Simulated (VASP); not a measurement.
```xyz
1
Lattice="0.0000 2.7005 2.7005 2.7005 0.0000 2.7005 2.7005 2.7005 0.0000" Properties=species:S:1:pos:R:3 pbc="T T T"
Yb     0.0000     0.0000     0.0000
```

Computed with PW91 GGA, VASP's PBE PAW potentials (set 64) (plane waves; VASP 6.6.1). Numerical set-up: 520 eV cut-off, 9×9×9 Γ-centred mesh, tetrahedra with Blöchl corrections, potentials Yb_2.

The 4f electrons are frozen in the core of the lanthanide potential, so 4f levels, which can set the real gap, and their magnetism are missing.

Estimate the energy per atom (σ→0).

The energy per atom (σ→0) is -1484 meV/atom.

The compound is Yb in the fcc structure. It was relaxed first.
